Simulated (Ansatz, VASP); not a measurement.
**AlNi: VASP beside Ansatz**

One calculation is typed for both programs; each brings its own data sets. How far apart do they land? The cell is taken from a series of runs on this material, whose earlier steps may have relaxed, scaled, displaced or heated it; both programs get it as it stands.

Program: Ansatz 0.2.0. Level of theory: plane waves, with VASP 6.6.1 beside it; zone-centre phonons at LDA. Results are calculated unless marked as measured.

## (1) Starting point

The structure is tetragonal, space group P4/mmm (No. 123). The conventional cell has a = 2.811 Å, b = 2.811 Å, c = 2.889 Å, α = 90.00°, β = 90.00°, γ = 90.00°. Al has 8 Ni at 2.46 Å nearest. Nearest to Ni lie 8 Al at 2.46 Å. Farther neighbours are not listed.

Structure file:

```cif
data_structure
_symmetry_space_group_name_H-M 'P4/mmm'
_symmetry_Int_Tables_number 123
_cell_length_a 2.8105
_cell_length_b 2.8105
_cell_length_c 2.8886
_cell_angle_alpha 90.000
_cell_angle_beta 90.000
_cell_angle_gamma 90.000
_cell_volume 22.82
loop_
_atom_site_label
_atom_site_type_symbol
_atom_site_symmetry_multiplicity
_atom_site_Wyckoff_symbol
_atom_site_fract_x
_atom_site_fract_y
_atom_site_fract_z
_atom_site_occupancy
Al1 Al 1 a 0.00000 0.00000 0.00000 1
Ni1 Ni 1 d 0.50000 0.50000 0.50000 1
```

## (2) Ansatz: zone-centre phonons, LDA

Ansatz runs on its PAW soft_1 files.

Second derivatives magnify differences that forces hide, and they need a tight electronic threshold.

The input, input.yaml:

```yaml
crystal:
  lattice:
    - [2.8105458516, 0.0, 0.0]
    - [0.0, 2.8105458516, 0.0]
    - [0.0, 0.0, 2.8885549492]
  atoms:
    - { symbol: Al, position: [0.0, 0.0, 0.0] }
    - { symbol: Ni, position: [0.5, 0.5, 0.5] }
kpoints:
  mp_grid: { grid: [16, 16, 16] }
hamiltonian:
  xc: lda
  pseudopotentials: { kind: paw, azcp: { folder: soft_1 }, xc_functional: pbe }
scf:
  occupations: { method: methfessel_paxton, width: 0.2 }
output:
  eigenvalues: true
phonons:
  method: dfpt
```

Command:

```
$ ansatz run input.yaml --threads 4 --pin off --max-ram 10240MiB --backend cpu --events-out ev --progress --plain --runs-dir out
```

Numbers of over 12 decimals in the logs are rounded to 6 here.

Log:

```text
zone centre: on kpoints.mp_grid the ground state, and the responses unless they are solved on pairs of k-points, stand on 729 of the mesh's 4096 k-points, reduced under 8 symmetry operations, with k and −k counted as one. Each operation leaves every solved displacement unchanged or reverses it
Engine: ansatz 0.2.0, x86_64-unknown-linux-gnu
Pseudopotentials: kind: paw
Pseudopotential: Al, paw, valence charge 3, recommended cutoff 420 eV (normal), soft_1/Al.paw.azcp
Pseudopotential: Ni, paw, valence charge 18, recommended cutoff 420 eV (normal), soft_1/Ni.paw.azcp
Functional definition: SPW92
  exchange = slater_x
  correlation = pw_c
Crystal: 2 atoms, lattice volume = 22.817 Å³
Basis set: ecut = 420 eV, 461 PW (Γ), exchange–correlation on 40×40×40 points (8 copies of the dense FFT grid, shifted against one another)
Bands: 15, of which v1, the nominal top of the filled ones, is band 11 counted from 1 (10 counted from 0)
Symmetry: 16 space group operations
k-points: 729 of 4096 (irreducible under 8 space group operations)
Non-local potential: Al, projectors of the file, l = 0: 2, l = 1: 2, l = 2: 1
Non-local potential: Ni, projectors of the file, l = 0: 3, l = 1: 2, l = 2: 3, l = 3: 1
PAW form: soft (Blöchl's): semilocal exchange-correlation on the pseudo side does not see the compensation charge
PAW frozen core: Al, regenerated for the run's functional, and the local potential with it (the file was generated under x = pbe(κ = 0.804, μ = 0.219515), c = pbe(β = 0.066725))
PAW frozen core: Ni, regenerated for the run's functional, and the local potential with it (the file was generated under x = pbe(κ = 0.804, μ = 0.219515), c = pbe(β = 0.066725))
PAW one-centre angular grid: Al, 110 points (default); XC on 64 Gauss nodes
PAW one-centre angular grid: Ni, 590 points (default); XC on 64 Gauss nodes
Initial density: superposition of atomic densities (chi_scale 0.1, normalization cell, long waves kept (reshape's long-wave potential 0.00 eV rms))
Initial wavefunctions: pseudopotential atomic-orbital guess
Functional: x = slater, c = lda
SCF iter   1: F=—  HF=-6288.058109 eV  |F-HF|=—  |Δ(HF+E_count)|=         —  Δρ=7.40e-2  dr2=1.34e0  ethr=3.10e-3  ⟨swp⟩=4.0  Hψ=48499  notcnv=0
preconditioner: auto → none  [metal: Δε(μ)=0.015 eV  Ē_g=10.470 eV  σ=0.200 eV  W_gap=0.06  n_scr=6 (ndim 8)  ℏωp=28.0 eV  f_vac=0.000  D(μ)=0.59/eV (n_scr^D=0)  sad-step TF]
SCF iter   2: F=—  HF=-6287.883350 eV  |F-HF|=—  |Δ(HF+E_count)|=   1.75e-1  S|Δr|=    0.00e0  Δρ=5.78e-2  dr2=8.44e-1  ethr=3.10e-3  ⟨swp⟩=2.0  Hψ=19518  notcnv=0  defer=162
SCF iter   3: F=—  HF=-6287.684224 eV  |F-HF|=—  |Δ(HF+E_count)|=   1.99e-1  S|Δr|=    0.00e0  Δρ=1.75e-2  dr2=6.98e-2  ethr=3.10e-3  ⟨swp⟩=2.0  Hψ=13965  notcnv=0  defer=162
SCF iter   4: F=—  HF=-6287.671095 eV  |F-HF|=—  |Δ(HF+E_count)|=   1.31e-2  S|Δr|=    0.00e0  Δρ=4.67e-3  dr2=2.77e-3  ethr=3.33e-4  ⟨swp⟩=1.7  Hψ=17582  notcnv=0  defer=154
SCF iter   5: F=—  HF=-6287.671063 eV  |F-HF|=—  |Δ(HF+E_count)|=   3.21e-5  S|Δr|=    0.00e0  Δρ=1.58e-3  dr2=2.65e-4  ethr=1.32e-5  ⟨swp⟩=2.2  Hψ=14598  notcnv=0  defer=154
SCF iter   6: F=—  HF=-6287.670984 eV  |F-HF|=—  |Δ(HF+E_count)|=   7.90e-5  S|Δr|=    0.00e0  Δρ=4.17e-4  dr2=1.93e-5  ethr=1.26e-6  ⟨swp⟩=2.4  Hψ=16053  notcnv=0  defer=154
SCF iter   7: F=—  HF=-6287.670976 eV  |F-HF|=—  |Δ(HF+E_count)|=   7.79e-6  S|Δr|=    0.00e0  Δρ=5.54e-5  dr2=3.58e-7  ethr=9.21e-8  ⟨swp⟩=2.2  Hψ=15114  notcnv=0  defer=154
SCF iter   8: F=—  HF=-6287.670992 eV  |F-HF|=—  |Δ(HF+E_count)|=   1.63e-5  S|Δr|=    0.00e0  Δρ=3.89e-6  dr2=1.99e-9  ethr=1.71e-9  ⟨swp⟩=2.2  Hψ=15377  notcnv=0  defer=154
SCF iter   9: F=-6287.670992 eV  HF=-6287.670992 eV  |F-HF|=9.09e-12  |Δ(HF+E_count)|=  3.38e-10  S|Δr|=    0.00e0  Δρ=2.51e-7  dr2=8.87e-12  ethr=1.00e-12  ⟨swp⟩=5.2  Hψ=55882  notcnv=0
SCF 1 converged in 9 iterations: F = -6287.670992 eV  dr2 = 8.87e-12
  greatest PAW one-centre occupation: 1.001 electrons in one spin orbital (limit 2), on the Ni atom at site 1 (counted from 0), in its partial waves of l = 1
DFPT response loops at Γ: preconditioner auto → Kerker (q_TF=auto, 2.691 Å⁻¹) (partly filled bands, converged f_vac=0.000); β = 1.00, the filter's whole step (`scf.mixing.beta` (0.50) is not read by the response loops under this deck's `scf.mixing.preconditioner`; to damp them name `kerker` or `kerker_dos`, under which they read `scf.mixing.beta`, and type it under 1.00, their step now; both keys bind the ground state too); Broyden in place of MSR1
SCF converged after 9 iterations
Stability not checked: this state was not tested for a lower state beside it, because cold or Methfessel-Paxton smearing, or corrected tetrahedra, fill the levels in a way that the test cannot read (fill_not_monotonic; see scf.lower_state_search)
Free energy (F): -6287.670992 eV
Harris-Foulkes:  -6287.670992 eV  (|F-HF|=9.09e-12)
Internal energy: -6287.671471 eV  (E = F + TS)
E sigma→0 (E₀):  -6287.671112 eV
Entropy (-TS):   0.000479 eV (0.240 meV/atom)
Fermi energy:    14.342468 eV
--- Per-component energies (eV) ---
  E_band       = -327.605467
  E_kinetic    = 370.749266
  E_local      = -3687.309756  (includes V_loc(G=0)·N_el)
  E_nonlocal   = -101.817954
  E_hartree    = 1937.962095
  E_xc         = -152.343769
  E_vxc        = -178.579691  (∫ρ·V_xc dr)
  E_paw        = -2037.599230  (= ΣΔE_a)
  E_vpaw       = -606.572153  (= ΣTr[D̂ρ^β])
  E_aug_tail   = 0.000866  (compensation charges beyond the density's cutoff)
  E_ewald      = -2617.802826
  E_core_change = 0.489838  (= ΣΔE_core)
  E_smearing   = 0.000479  (= −TS)
  E_closure    = 0.000000  (closes the sum)
  Σ components = -6287.670992   (vs F -6287.670992, Δ=0.00e0)
--- Band table (eV; the first three rows and the last of 729) ---
  k-point 0: bands = [... 7 lower, 12.6706, 12.6706, 12.7558, 19.3372, 20.3344, 20.3344, 22.5376, 22.7832]
  k-point 1: bands = [... 7 lower, 12.6409, 12.6409, 12.7589, 18.6341, 20.4278, 20.4278, 22.7812, 23.2238]
  k-point 2: bands = [... 7 lower, 12.5583, 12.5583, 12.7678, 17.3307, 20.7018, 20.7018, 22.7752, 24.4438]
  k-point 728: bands = [... 7 lower, 13.2591, 13.3382, 16.2586, 16.3206, 16.3206, 18.3593, 18.9569, 18.9569]
--- Phonons (Γ-DFPT): 4 representative perturbations + reference, on 729 of 4096 k-points (Σ response iterations 12) ---
  k mesh reduced under 8 symmetry operations, with k and −k counted as one. Each operation leaves every solved displacement unchanged or reverses it
  ASR residual: 1.743e-4 → 0.000e0 eV/Å²; symmetrization residual: 1.252e-6 eV/Å²
  ASR residual per site (eV/Å²): 2.59e-5 1.74e-4
  Γ frequencies (cm⁻¹): 0.00 0.00 0.00 303.28 303.28 305.65
  non-analytic LO–TO correction: not included (Born effective charges unavailable; polar crystals: no LO–TO splitting at Γ)
```

(Part 1 of 2 ends here.)

[Lines on the potential files, build, host, timing and source positions are cut from VASP's logs without a mark.]

[Logs are printed without paths, hosts, clocks, repeated set-up lines and the standing remarks that a program may print on its own settings, such as how far it seeks lower states.]

[Hosts, paths, dates, database ids (printed as entryN), source tags and the programs' standing remarks are cut or masked in the printed files.]
